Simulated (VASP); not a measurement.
```xyz
2
Lattice="0.0000 3.3041 3.3041 3.3041 0.0000 3.3041 3.3041 3.3041 0.0000" Properties=species:S:1:pos:R:3 pbc="T T T"
Cd     0.0000     3.3041     3.3041
Te     1.6520     1.6520     1.6520
```

Level of theory: PBE GGA, VASP's PBE PAW potentials (set 64) (plane waves; VASP 6.6.1). Run with 400 eV cut-off, 16×16×16 Γ-centred mesh, Gaussian smearing of 0.010 eV, potentials Cd Te.

Unless said otherwise, spin-orbit coupling is left out, though it shifts the bands of the heavy elements here.

Task: Estimate the energy per atom (σ→0), band gap (on the k-mesh) with the smallest direct gap where there is one.

Result: 
```
Quantity                                      Value
-----------------------------------  --------------
band gap (on the k-mesh)                    0.60 eV
smallest direct gap (on the k-mesh)         0.60 eV
energy per atom (σ→0)                -2.405 eV/atom
```

Only differences to runs with the same potentials and settings are physical.

The compound is CdTe in the zinc blende structure. It was relaxed first, which changed the volume by +6 %.
